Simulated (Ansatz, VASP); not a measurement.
## Cross-check of SnSe2 between VASP and Ansatz

Wanted: the spread between two codes on one cell, functional and k mesh. The cell is taken from a series of runs on this material, whose earlier steps may have relaxed, scaled, displaced or heated it; both programs get it as it stands.

Main program and level: Ansatz 0.2.0; plane waves, with VASP 6.6.1 beside it; single point at PBEsol.

### 1. The structure

The cell holds 3 atoms: 2 Se and 1 Sn. Cell: a = 3.811 Å, b = 3.811 Å, c = 18.056 Å, α = 90.0°, β = 90.0°, γ = 120.0°. It derives from SnSe2. As first built, before any earlier steps moved the atoms (in the runner's words): kind sheets cut from a layered crystal; sheets 1; fields 0 to 0.4 V/Å. Vacuum lies along c.

### 2. VASP: single point, PBEsol

With cell and atoms fixed, the geometry can't cause a difference; cores, projectors, grids and the points listed under the comparison can.

Lines of VASP's logs that name or quote its potential files are left out, and so is its time.

INCAR reads:

```
SYSTEM = SnSe2
PREC = Accurate
ENCUT = 400
EDIFF = 1E-06
NELM = 120
ISMEAR = -1
SIGMA = 0.02
LREAL = .FALSE.
ALGO = Normal
GGA = PS
NBANDS = 19
LORBIT = 11
LWAVE = .FALSE.
LCHARG = .FALSE.
ISIF = 2
LASPH = .TRUE.
GGA_COMPAT = .FALSE.
EFERMI = MIDGAP
```

POSCAR reads:

```
SnSe2
1.0
    3.8110000001      0.0000000000      0.0000000000
   -1.9055000001      3.3004228139      0.0000000000
    0.0000000000      0.0000000000     18.0557280000
Se Sn
2 1
Direct
    0.3333333333      0.6666666667      0.5874391366
    0.6666666667      0.3333333333      0.4125608634
    0.0000000000      0.0000000000      0.5000000000
```

KPOINTS reads:

```
Automatic mesh
0
Gamma
12 12 1
0 0 0
```

The projector-augmented-wave data sets are Se and Sn_d (PBE family, release 64).

On the command line:

```console
$ mpirun -np 1 vasp_std
```

Numbers of over 12 decimals in the logs are rounded to 6 here.

Output:

```text
[banner, memory and clock lines left out]
running    1 mpi-ranks, on    1 nodes
 distrk:  each k-point on    1 cores,    1 groups
 distr:  one band on    1 cores,    1 groups

 POSCAR found type information on POSCAR SeSn
 POSCAR found :  2 types and       3 ions
|                                                                             |
|               ----> ADVICE to this user running VASP <----                  |
|                                                                             |
|     You enforced a specific xc type in the INCAR file but a different       |
|     [... a line on the potential file left out ...]
|     I HOPE YOU KNOW WHAT YOU ARE DOING!                                     |
|                                                                             |

 LDA part: xc-table for (Slater+PW92), standard interpolation
 POSCAR, INCAR and KPOINTS ok, starting setup
 FFT: planning ... GRIDC
 FFT: planning ... GRID_SOFT
 FFT: planning ... GRID
 WAVECAR not read
 entering main loop
       N       E                     dE             d eps       ncg     rms          rms(c)
DAV:   1     0.171409578471E+03    0.17141E+03   -0.10227E+04   826   0.955E+02
DAV:   2     0.553896407788E+01   -0.16587E+03   -0.16196E+03   914   0.232E+02
DAV:   3    -0.127146241602E+02   -0.18254E+02   -0.18091E+02   947   0.931E+01
DAV:   4    -0.132029524593E+02   -0.48833E+00   -0.48776E+00   887   0.174E+01
DAV:   5    -0.132161544041E+02   -0.13202E-01   -0.13202E-01  1085   0.280E+00    0.493E+00
DAV:   6    -0.129596090757E+02    0.25655E+00   -0.51797E-01  1119   0.807E+00    0.313E+00
DAV:   7    -0.129281641248E+02    0.31445E-01   -0.21192E-01   921   0.334E+00    0.483E-01
DAV:   8    -0.129245017552E+02    0.36624E-02   -0.22750E-02   961   0.164E+00    0.265E-01
DAV:   9    -0.129244407249E+02    0.61030E-04   -0.19086E-03   884   0.286E-01    0.577E-02
DAV:  10    -0.129244014998E+02    0.39225E-04   -0.13024E-04  1025   0.101E-01    0.287E-02
DAV:  11    -0.129243301840E+02    0.71316E-04   -0.12521E-04   944   0.525E-02    0.139E-02
DAV:  12    -0.129243352698E+02   -0.50858E-05   -0.98184E-06   911   0.153E-02    0.102E-02
DAV:  13    -0.129243924472E+02   -0.57177E-04   -0.31448E-05   776   0.174E-02    0.510E-03
DAV:  14    -0.129244359431E+02   -0.43496E-04   -0.51526E-06   749   0.736E-03    0.459E-03
DAV:  15    -0.129244628903E+02   -0.26947E-04   -0.26221E-06   773   0.677E-03    0.229E-03
DAV:  16    -0.129244875771E+02   -0.24687E-04   -0.76216E-07   781   0.392E-03    0.173E-03
DAV:  17    -0.129244917243E+02   -0.41472E-05   -0.13866E-07   835   0.157E-03    0.136E-03
DAV:  18    -0.129245021550E+02   -0.10431E-04   -0.59906E-07   701   0.277E-03    0.538E-04
DAV:  19    -0.129245029799E+02   -0.82483E-06   -0.23549E-08   778   0.581E-04
   1 F= -.12924503E+02 E0= -.12924503E+02  d E =-.258374E-09
```

OUTCAR, selected parts (step 2):

```text
ion  position               nearest neighbor table
   1  0.333  0.667  0.587-   3 2.71   3 2.71   3 2.71
   2  0.667  0.333  0.413-   3 2.71   3 2.71   3 2.71
   3  0.000  0.000  0.500-   1 2.71   2 2.71   2 2.71   1 2.71   2 2.71   1 2.71

  LATTYP: Found a hexagonal cell.
 ALAT       =     3.8110000001
 C/A-ratio  =     4.7377927052

 Subroutine GETGRP returns: Found 12 space group operations
 (whereof 12 operations were pure point group operations)

The static configuration has the point symmetry D_3d.

 Found     19 irreducible k-points:

   k-points           NKPTS =     19   k-points in BZ     NKDIM =     19   number of bands    NBANDS=     19

   dimension x,y,z NGX =    28 NGY =   28 NGZ =  120
   dimension x,y,z NGXF=    56 NGYF=   56 NGZF=  240

   ENCUT  =  400.0 eV  29.40 Ry    5.42 a.u.   6.21  6.21 29.44*2*pi/ulx,y,z

   NELECT =      26.0000    total number of electrons

 k-points in reciprocal lattice and weights: Automatic mesh
   0.00000000  0.00000000  0.00000000       0.007
   0.08333333 -0.00000000  0.00000000       0.042
   0.16666667 -0.00000000  0.00000000       0.042
   0.25000000  0.00000000  0.00000000       0.042
   0.33333333 -0.00000000  0.00000000       0.042
   0.41666667 -0.00000000  0.00000000       0.042
   0.50000000  0.00000000  0.00000000       0.021
   0.08333333  0.08333333  0.00000000       0.042
   0.16666667  0.08333333  0.00000000       0.083
[...]
0.33333333  0.25000000  0.00000000       0.083
   0.33333333  0.33333333  0.00000000       0.014

 average (electrostatic) potential at core
       1 -59.8529       2 -59.8529       3-109.0612

 E-fermi :  -2.2306

 k-point     1 :       0.0000    0.0000    0.0000
  band No.  band energies     occupation
    ...
      9      -3.7701      2.00000
     10      -3.1125      2.00000
     11      -3.1125      2.00000
     12      -2.7023      2.00000
     13      -2.7023      2.00000
     14      -0.9986      0.00000
     15       0.3929      0.00000
     16       1.9760      0.00000
     17       1.9760      0.00000
     18       2.9999      0.00000
    ...

 k-point     2 :       0.0833   -0.0000    0.0000
  band No.  band energies     occupation
    ...
      9      -3.7936      2.00000
     10      -3.7149      2.00000
     11      -3.3572      2.00000
     12      -3.0870      2.00000
     13      -2.6322      2.00000
     14      -0.5941      0.00000
     15       0.8579      0.00000
     16       1.8146      0.00000
     17       2.1475      0.00000
     18       3.1680      0.00000
    ...

 k-point     3 :       0.1667   -0.0000    0.0000
  band No.  band energies     occupation
    ...
      9      -4.8685      2.00000
     10      -3.9042      2.00000
     11      -3.8011      2.00000
     12      -3.5922      2.00000
     13      -2.6295      2.00000
     14      -0.3306      0.00000
     15       1.2049      0.00000
     16       2.3246      0.00000
     17       2.5506      0.00000
     18       3.3518      0.00000
    ...

  Total       -0.0527259     -0.0527259      0.1960823      0.0000000     -0.0000000     -0.0000000
  in kB       -0.3719729     -0.3719729      1.3833290      0.0000000     -0.0000000     -0.0000000
  external PRESSURE =       0.2131277 kB  Pullay stress =       0.0000000 kB

  energy-cutoff  :      400.00
  volume of cell :      227.10
      direct lattice vectors                 reciprocal lattice vectors
     3.811000000  0.000000000  0.000000000     0.262398321  0.151495741  0.000000000
    -1.905500000  3.300422814  0.000000000     0.000000000  0.302991482  0.000000000
     0.000000000  0.000000000 18.055728000     0.000000000  0.000000000  0.055384086

 POSITION                                       TOTAL-FORCE (eV/Angst)
 -----------------------------------------------------------------------------------
     -0.00000      2.20028     10.60664         0.000000     -0.000000      0.070969
      1.90550      1.10014      7.44909        -0.000000      0.000000     -0.070969
      0.00000      0.00000      9.02786         0.000000      0.000000      0.000000
 -----------------------------------------------------------------------------------
    total drift:                                0.000000     -0.000000      0.000000

  FREE ENERGIE OF THE ION-ELECTRON SYSTEM (eV)
  ---------------------------------------------------
  free  energy   TOTEN  =       -12.9245029799 eV

  energy  without entropy=      -12.9245029796  energy(sigma->0) =      -12.92450298

 total charge
# of ion       s       p       d       tot
------------------------------------------
    1        1.484   2.305   0.026   3.815
    2        1.484   2.305   0.026   3.815
    3        1.053   1.036  10.104  12.193
--------------------------------------------------
tot          4.021   5.646  10.157  19.824

[... 3 further parts left out ...]
```

The gap is read on the k-mesh alone, so it is an upper bound where the band edges lie off the mesh.

### 3. Ansatz: single point, PBEsol

Ansatz runs on its default PAW (the set named soft_2) files.

The same cell, functional, mesh and smearing now go to Ansatz, which takes its cutoff from its data sets.

input.yaml reads:

```yaml
crystal:
  lattice:
    - [3.8110000001, 0.0, 0.0]
    - [-1.9055000001, 3.3004228139, 0.0]
    - [0.0, 0.0, 18.055728]
  atoms:
    - { symbol: Se, position: [0.3333333333, 0.6666666667, 0.5874391366] }
    - { symbol: Sn, position: [0.0, 0.0, 0.5] }
    - { symbol: Se, position: [0.6666666667, 0.3333333333, 0.4125608634] }
kpoints:
  mp_grid: { grid: [12, 12, 1] }
scf:
  occupations: { method: fermi_dirac, width: 0.02 }
  n_extra_bands: 8
hamiltonian:
  xc: pbesol
  pseudopotentials: { kind: paw }
output:
  forces: true
  write_potential: true
  volumetric_format: []
  dos:
    projected: true
    de: 0.05
    e_range: [-30, 12]
    method: { smearing: { sigma: 0.12, scheme: gaussian } }
  eigenstates:
    kpoints:
      - [0.33333333, 0.33333333, 0.0]
      - [0.31666667, 0.31666667, 0.0]
      - [0.3, 0.3, 0.0]
      - [0.28333333, 0.28333333, 0.0]
      - [0.26666667, 0.26666667, 0.0]
      - [0.25, 0.25, 0.0]
      - [0.23333333, 0.23333333, 0.0]
      - [0.21666667, 0.21666667, 0.0]
      - [0.2, 0.2, 0.0]
      - [0.18333333, 0.18333333, 0.0]
      - [0.16666667, 0.16666667, 0.0]
      - [0.15, 0.15, 0.0]
      - [0.13333333, 0.13333333, 0.0]
      - [0.11666667, 0.11666667, 0.0]
      - [0.1, 0.1, 0.0]
      - [0.08333333, 0.08333333, 0.0]
      - [0.06666667, 0.06666667, 0.0]
      - [0.05, 0.05, 0.0]
      - [0.03333333, 0.03333333, 0.0]
      - [0.01666667, 0.01666667, 0.0]
      - [0.0, 0.0, 0.0]
      - [0.02777778, 0.0, 0.0]
      - [0.05555556, 0.0, 0.0]
      - [0.08333333, 0.0, 0.0]
      - [0.11111111, 0.0, 0.0]
      - [0.13888889, 0.0, 0.0]
      - [0.16666667, 0.0, 0.0]
      - [0.19444444, 0.0, 0.0]
      - [0.22222222, 0.0, 0.0]
      - [0.25, 0.0, 0.0]
      - [0.27777778, 0.0, 0.0]
      - [0.30555556, 0.0, 0.0]
      - [0.33333333, 0.0, 0.0]
      - [0.36111111, 0.0, 0.0]
      - [0.38888889, 0.0, 0.0]
      - [0.41666667, 0.0, 0.0]
      - [0.44444444, 0.0, 0.0]
      - [0.47222222, 0.0, 0.0]
      - [0.5, 0.0, 0.0]
      - [0.48333333, 0.03333333, 0.0]
      - [0.46666667, 0.06666667, 0.0]
      - [0.45, 0.1, 0.0]
      - [0.43333333, 0.13333333, 0.0]
      - [0.41666667, 0.16666667, 0.0]
      - [0.4, 0.2, 0.0]
      - [0.38333333, 0.23333333, 0.0]
      - [0.36666667, 0.26666667, 0.0]
      - [0.35, 0.3, 0.0]
    e_range: [-8.0, 6.0]
    unfold:
      supercell_matrix: [[1, 0, 0], [0, 1, 0], [0, 0, 1]]
      layers:
        axis: 3
        edges: [0.191024, 0.43442, 0.46677, 0.53323, 0.56558, 0.808976]
```

On the command line:

```console
$ ansatz run input.yaml --threads 4 --pin off --max-ram 11264MiB --backend cpu --events-out ev --progress --plain --runs-dir out
```

Output:

```text
scf.n_extra_bands = 8 over 23 filled bands (N_el = 46.0): the run solves 31 bands
Engine: ansatz 0.2.0, aarch64-unknown-linux-gnu
Pseudopotentials: kind: paw
Pseudopotential: Se, paw, valence charge 16, recommended cutoff 420 eV (normal), Se.paw.azcp
Pseudopotential: Sn, paw, valence charge 14, recommended cutoff 420 eV (normal), Sn.paw.azcp
Functional definition: PBEsol
  exchange = pbesol_x
  correlation = pbesol_c
Crystal: 3 atoms, lattice volume = 227.103 Å³
Basis set: ecut = 420 eV, 4429 PW (Γ), exchange–correlation on 54×54×250 points (8 copies of the dense FFT grid, shifted against one another)
Bands: 31, of which v1, the nominal top of the filled ones, is band 23 counted from 1 (22 counted from 0)
Symmetry: 12 space group operations
Space group: P-3m1 (ITA 164), of the structure as read, at distance tolerance 6.1e-5 Å
k-points: 19 of 144
Non-local potential: Se, projectors of the file, l = 0: 2, l = 1: 2, l = 2: 3, l = 3: 1
Non-local potential: Sn, projectors of the file, l = 0: 2, l = 1: 2, l = 2: 2, l = 3: 2
PAW form: soft (Blöchl's): semilocal exchange-correlation on the pseudo side does not see the compensation charge
PAW frozen core: Se, regenerated for the run's functional, and the local potential with it (the file was generated under x = pbe(κ = 0.804, μ = 0.219515), c = pbe(β = 0.066725))
PAW frozen core: Sn, regenerated for the run's functional, and the local potential with it (the file was generated under x = pbe(κ = 0.804, μ = 0.219515), c = pbe(β = 0.066725))
PAW one-centre angular grid: Se, 590 points (default); XC on 64 Gauss nodes
PAW one-centre angular grid: Sn, 590 points (default); XC on 64 Gauss nodes
Initial density: superposition of atomic densities (neutral atoms: chi_scale 0, normalization atom), corrected by the library's trained network
Initial wavefunctions: pseudopotential atomic-orbital guess
Functional: x = pbesol(κ = 0.804, μ = 0.123457), c = pbesol(β = 0.046)
SCF iter   1: F=—  HF=-16799.162978 eV  |F-HF|=—  |Δ(HF+E_count)|=         —  Δρ=1.53e-3  dr2=5.82e-3  ethr=1.77e-3  ⟨swp⟩=8.4  Hψ=2977  notcnv=0
preconditioner: auto → Resta (q_TF=auto, 2.091 Å⁻¹)  ε∞=1.5  [insulator: Δε(μ)=0.764 eV  Ē_g=17.024 eV  σ=0.020 eV  W_gap=1.00  n_scr=42 (ndim 8)  ℏωp=12.6 eV  f_vac=0.645  D(μ)=0.00/eV (n_scr^D=0)  ε∞_Penn≈1.5  vacuum switching on, ρ_ref=2.1e-2 e/Å³]
SCF iter   2: F=—  HF=-16799.161243 eV  |F-HF|=—  |Δ(HF+E_count)|=   1.73e-3  Δρ=7.06e-4  dr2=9.71e-4  ethr=1.26e-5  ⟨swp⟩=3.4  Hψ=1413  notcnv=0  defer=58
SCF iter   3: F=—  HF=-16799.161586 eV  |F-HF|=—  |Δ(HF+E_count)|=   3.43e-4  Δρ=2.48e-4  dr2=1.22e-4  ethr=2.11e-6  ⟨swp⟩=2.4  Hψ=885  notcnv=0  defer=58
SCF iter   4: F=—  HF=-16799.161634 eV  |F-HF|=—  |Δ(HF+E_count)|=   4.75e-5  Δρ=1.05e-4  dr2=1.69e-5  ethr=2.64e-7  ⟨swp⟩=2.2  Hψ=833  notcnv=0  defer=58
SCF iter   5: F=—  HF=-16799.161646 eV  |F-HF|=—  |Δ(HF+E_count)|=   1.20e-5  Δρ=4.06e-5  dr2=1.65e-5  ethr=3.68e-8  ⟨swp⟩=3.1  Hψ=1249  notcnv=0  defer=58
SCF iter   6: F=—  HF=-16799.161642 eV  |F-HF|=—  |Δ(HF+E_count)|=   3.53e-6  Δρ=8.13e-6  dr2=1.73e-7  ethr=3.58e-8  ⟨swp⟩=2.0  Hψ=650  notcnv=0  defer=58
iter 7 met the thresholds in force, and the SCF goes on: an eigenvalue changes by 15.61 meV, over its tolerance of 10.00 meV (output.eigenvalues, Limitations)
SCF iter   7: F=-16799.161642 eV  HF=-16799.161642 eV  |F-HF|=1.58e-8  |Δ(HF+E_count)|=   2.50e-8  Δρ=2.32e-6  dr2=1.33e-8  ethr=2.17e-10  ⟨swp⟩=18.7  Hψ=4954  notcnv=0
SCF iter   8: F=-16799.161642 eV  HF=-16799.161642 eV  |F-HF|=6.71e-9  |Δ(HF+E_count)|=   1.78e-8  Δρ=5.65e-7  dr2=5.79e-10  ethr=2.90e-11  ⟨swp⟩=9.7  Hψ=3759  notcnv=0
SCF 1 converged in 8 iterations: F = -16799.161642 eV  dr2 = 5.79e-10
  greatest PAW one-centre occupation: 1.000 electrons in one spin orbital (limit 2), on the Se atom at site 2 (counted from 0), in its partial waves of l = 2
NSCF: frozen V_eff on 48 k-points
SCF converged after 8 iterations
an eigenvalue changed by more than its tolerance at an iteration that met the thresholds in force, so the SCF went on 1 time: the last check found none over its tolerance
Free energy (F): -16799.161642 eV
Harris-Foulkes:  -16799.161642 eV  (|F-HF|=6.71e-9)
Internal energy: -16799.161642 eV  (E = F + TS)
E sigma→0 (E₀):  -16799.161642 eV
Fermi energy:    -0.889416 eV
--- Per-component energies (eV) ---
  E_band       = -1284.227453
  E_kinetic    = 424.960984
  E_local      = -30151.853750  (includes V_loc(G=0)·N_el)
  E_nonlocal   = -1214.537400
  E_hartree    = 14937.515183
  E_xc         = -584.272954
  E_vxc        = -291.316648  (∫ρ·V_xc dr)
  E_paw        = -7805.538714  (= ΣΔE_a)
  E_vpaw       = 73.489185  (= ΣTr[D̂ρ^β])
  E_aug_tail   = -0.001227  (compensation charges beyond the density's cutoff)
  E_ewald      = 7592.264496
  E_core_change = 2.301741  (= ΣΔE_core)
  E_smearing   = -0.000000  (= −TS)
  E_closure    = -0.000000  (closes the sum)
  Σ components = -16799.161642   (vs F -16799.161642, Δ=0.00e0)
--- Forces (eV/Å), atoms counted from 1 ---
  atom   1  Se     0.00000000     0.00000000     0.05042502
  atom   2  Sn     0.00000000     0.00000000     0.00000000
  atom   3  Se     0.00000000    -0.00000000    -0.05042502
  max |Σ_I F_I| component: 1.39e-17 eV/Å
--- Band table (eV; the first three rows and the last of 19) ---
  k-point 0: bands = [... 19 lower, -1.7726, -1.7726, -1.3645, -1.3645, 0.3434, 1.7371, 3.3212, 3.3212, ... 4 higher]
  k-point 1: bands = [... 19 lower, -2.3775, -2.0168, -1.7479, -1.2946, 0.7461, 2.2013, 3.1584, 3.4922, ... 4 higher]
  k-point 2: bands = [... 19 lower, -2.5656, -2.4598, -2.2539, -1.2921, 1.0084, 2.5485, 3.6655, 3.8940, ... 4 higher]
  k-point 18: bands = [... 19 lower, -5.0326, -4.6466, -2.1582, -2.1582, 0.5823, 4.0059, 4.0059, 5.3907, ... 4 higher]
```

### 4. Comparison

Known differences besides the potentials themselves: the data sets hold 46 valence electrons in Ansatz (on its default PAW (the set named soft_2) files) and 26 in VASP; the cutoff is 420 eV in Ansatz and 400 eV in VASP; Ansatz makes its cores anew for this functional, VASP keeps those of its PBE data sets. Total energies have different zeros and are not compared.

The two programs side by side:

| quantity | Ansatz | VASP | difference |
| --- | --- | --- | --- |
| gap on the k mesh (eV) | 0.779 | 0.775 | +0.004 |

Forces (eV/Å; atoms numbered as in POSCAR):

| atom | Ansatz x, y, z | VASP x, y, z |
| --- | --- | --- |
| Se1 | 0.000, 0.000, 0.050 | 0.000, 0.000, 0.071 |
| Se2 | 0.000, 0.000, -0.050 | 0.000, 0.000, -0.071 |
| Sn3 | 0.000, 0.000, 0.000 | 0.000, 0.000, 0.000 |

The forces differ by 9.7 meV/Å r.m.s., which is 28.9 % of the r.m.s. force of 0.033 eV/Å (both taken over all components). A gap on the mesh is an upper bound, since the band edges may lie between its points. With vacuum in the cell, a pressure given here is an average over mostly empty space and none of the material.

### 5. What came out

```
r.m.s. force difference (single point, PBEsol) : 9.7 meV/Å
```

The r.m.s. force difference is 9.7 meV/Å (single point, PBEsol), within the 12 meV/Å picked in this series as the mark of a large difference. The data sets hold unlike numbers of valence electrons (46 in Ansatz and 26 in VASP), so part of the differences comes from the potentials. 1 further run of this series is not shown here. How closely two codes agree says nothing of how well the functional describes the real material.

[Lines on the potential files, build, host, timing and source positions are cut from VASP's logs without a mark.]

[Logs are printed without paths, hosts, clocks, repeated set-up lines and the standing remarks that a program may print on its own settings, such as how far it seeks lower states.]

[Hosts, paths, dates, database ids (printed as entryN), source tags and the programs' standing remarks are cut or masked in the printed files.]
